The PBE gap of this CdS crystal can be copied from one program to another with an error of about 0.01 eV, provided both use sound potentials and a basis that can describe the electrons everywhere in the cell. Eight of the nine calculations below obey this rule. The ninth, made with SIESTA and a small set of atomic orbitals, misses it by 0.23 eV. Its pseudopotential differs as well, so the basis is the likely cause but not a proven one.

Band gaps of CdS (space group P6_3mc, 4 atoms per cell) from Kohn-Sham DFT with the PBE functional in FLEUR, Ansatz, VASP and SIESTA. All runs use the same unrelaxed cell, a 7x7x4 k mesh and Fermi-Dirac smearing of 0.05 eV, without spin polarisation or spin-orbit coupling. Gaps are taken on the k mesh, and Kmax is in 1/bohr.

```
program                                        potentials      basis  gap (eV)  direct gap (eV)
  FLEUR                                      all electron   3.5 Kmax     1.191            1.191
  FLEUR                                      all electron     4 Kmax     1.194            1.194
 Ansatz                                        Ansatz PAW     420 eV     1.196            1.196
  FLEUR                                      all electron   4.5 Kmax     1.196            1.196
  FLEUR                                      all electron  4.37 Kmax     1.196            1.196
   VASP  VASP PAW PBE potentials, recommended, release 54     520 eV     1.198            1.198
   VASP                     VASP PAW PBE potentials, hard     900 eV     1.199            1.199
   VASP      VASP PAW PBE potentials, minimal, release 54     500 eV     1.199            1.199
 SIESTA                        PseudoDojo 0.5 standard NC        DZP     1.424            1.424
```

The gap is the distance from the highest filled level to the lowest empty one, and the direct gap is the smallest such distance at a single wave vector. The two agree in every row. The programs work differently: FLEUR treats all electrons, VASP and Ansatz use the projector augmented wave method (PAW), and SIESTA uses norm-conserving pseudopotentials. The basis column tells how finely each describes the wave functions, by a largest wave number Kmax in FLEUR, by a cutoff energy in VASP and Ansatz, and by the type of orbital set in SIESTA.

The rule rests on a simple fact about such calculations. Once the positions of the atoms, the functional, the treatment of relativity and the mesh of wave vectors are fixed, the equations to be solved are fixed too, and so is their exact gap. A program has no say in that number. It can only add errors of its own, and these come mainly from two places: the finite basis, and the potential that stands in for the nucleus and the inner electrons.

This turns an estimate into an act of copying:

gap in another program ≈ gap in a converged program, give or take 0.01 eV

The only parameter is the gap that is copied, and here it comes from FLEUR at Kmax 4.5, the all-electron run with the largest basis. Its value is 1.196 eV. The allowance of 0.01 eV was chosen after looking at the results, so it describes this crystal and is no law for others.

Take VASP with its hard potentials as the first example. The cell, the functional and the mesh are those of the FLEUR run, and a plane-wave basis with a high cutoff reaches every part of the cell, so the conditions for copying are met. The estimate is therefore 1.196 eV, and the allowance puts the answer between 1.196 − 0.010 = 1.186 eV and 1.196 + 0.010 = 1.206 eV. VASP computes 1.199 eV, which is 3 meV above the estimate.

The second example stays within FLEUR but goes down to Kmax 3.5, the coarsest of its four bases. The same estimate is now 5 meV too high, the largest miss among the eight rows that follow the rule. Neither example supplied the copied value, so both are real comparisons. They are mild ones, though, because the eight rows come from only three programs.

That an all-electron program and a PAW program agree so well may seem surprising, since the second keeps the inner electrons frozen as they are in the free atom. The reason lies in where the gap is made. In CdS the top of the valence band consists mostly of sulfur 3p orbitals, with some cadmium 4d mixed in, and the bottom of the conduction band is largely cadmium 5s with a share of sulfur s. The deep shells affect these states only through the potential they create, and that potential hardly changes when the atom enters the crystal.

The PAW method is also built so that, at energies near those of the valence levels, an electron leaves the region around a nucleus much as it would in an all-electron calculation. Outside that region the wave function is then very nearly the right one, and so is its energy. The agreement with FLEUR bears this out. It also matters little here how many shells are frozen: VASP treats 36 electrons per cell explicitly and Ansatz 52, yet their gaps differ by no more than 3 meV. The extra 16 are the 4s and 4p electrons of the two cadmium atoms.

The basis needs more thought, because its effect on a gap has no fixed direction. If the potential is held fixed, adding functions to a basis can only lower a level or leave it where it is. A poor basis therefore places both edges of the gap too high, and what survives is a difference:

error of the gap = error of the conduction edge − error of the valence edge

If both edges are too high by the same amount, the gap is right although neither level is. If the conduction edge suffers more, the gap comes out too wide, and if the valence edge suffers more, too narrow.

FLEUR and SIESTA suggest that both signs occur, if SIESTA's excess does come from its basis. In FLEUR the coarsest basis gives the smallest gap of the series, whereas the small orbital basis of SIESTA goes with the largest. The FLEUR change is only a few meV, and some other cutoffs were tightened together with Kmax, so it belongs to the settings as a whole. Still, it is enough to warn against assuming that a small basis always widens a gap.

SIESTA's excess of 0.23 eV is about a fifth of the gap and almost thirty times the spread of the other eight rows. It is a failure of the rule, and a larger allowance would be the wrong cure, since it would spoil the estimate for every other row. The better cure is a condition: copy only between runs whose basis and potentials have both been tested. The SIESTA run differs from the others in two respects at once, its basis and its pseudopotential, and the table can't tell which of them is to blame.

Theory makes the basis the likelier culprit. The set used here, called DZP, has two radial functions for each valence orbital and a set of polarisation functions besides, all centred on atoms and cut off at a finite distance. Such functions suit filled states, which resemble the orbitals of the atoms. The lowest conduction state of CdS spreads widely through the space between the atoms, where a few functions of fixed shape have little to offer, so its energy is likely to come out too high by more than that of the valence edge. The cut was set loosely in this run, so the small number of functions is more suspect than their range.

One detail of the SIESTA run adds to the suspicion without settling it. When the program built its orbitals, it reported an error of about 0.4 eV in the cadmium valence level from which part of the basis is made. That is a figure for the atom and can't be converted into an error of the gap. It casts doubt on functions that the conduction edge needs, but it may itself stem from the potential, which was converted from another format for this run. A plane-wave run with the original pseudopotential would show whether that potential alone gives so wide a gap.

The rule also has a limit that concerns what is copied. It holds for distances between levels and fails for the levels themselves. From Kmax 3.5 to 4.5 the valence edge in FLEUR moves up by 0.51 eV, while the gap grows by a hundredth of that. In VASP the change from the recommended to the hard potentials shifts the valence edge by 0.24 eV and the gap by less than 1 meV; the step of 1 meV in the table comes from rounding.

The cause is the zero of energy. An infinite crystal has no vacuum outside it to serve as a reference, so each calculation measures its levels from a zero that depends on how its potential is constructed. A change of zero moves all levels together and drops out of every difference. Someone who wants to know how the bands of CdS line up with those of another material must therefore not copy band edges, but has to find a common reference first, for instance by computing the interface or a surface.

Other distances between levels near the gap can be copied in the same way, as one example shows. The second conduction level at the zone centre lies about 2.79 eV above the valence top, and two FLEUR and two VASP runs agree on it within 3 meV. The agreement on the gap is thus no accident of one pair of levels. At the zone centre these four runs find nearly the same pattern of levels around the gap, and they differ mainly in where they place it on the energy scale.

Agreement between programs must not be mistaken for agreement with nature. All nine runs share the same functional, and PBE is known to make the gaps of semiconductors such as CdS much too small. SIESTA's wider gap lies a little closer to the measured one, but for the wrong reason. An error of the basis or the pseudopotential has been set against an error of the functional, and nothing ensures that the two would offset each other in the next material.

The atoms, too, are part of the shared problem. The cell was not relaxed, and in these calculations it is under a pressure of a few gigapascals, so the copied gap belongs to this cell and not to the crystal that PBE would prefer. If each program first relaxed the cell for itself, the cells would differ slightly. The gaps would then differ for a physical reason as well, because the conduction edge of CdS responds to the distance between the atoms.

A neighbouring series makes the distinction clear. Suppose one kept the program and the basis and changed the functional, from PBE to a hybrid that contains a share of exact exchange. The gap would widen strongly, since exact exchange lowers the filled levels relative to the empty ones. In that series the differences belong to the functional, because each row solves a different equation, and copying would be pointless. In the present series every row attempts the same equation, and the differences measure how well it was solved.

For practical work this means that the basis and the potentials should be checked before a difference between two published gaps is explained. Imagine that pure CdS was computed with VASP and a doped crystal with SIESTA at the DZP level, and that the second gap is 0.2 eV wider. It would be tempting to credit the dopant, yet the table shows a difference of that size for the pure crystal alone. Both crystals should be computed with the same program, potentials and basis, or the pure crystal should be repeated in the second program as a control.
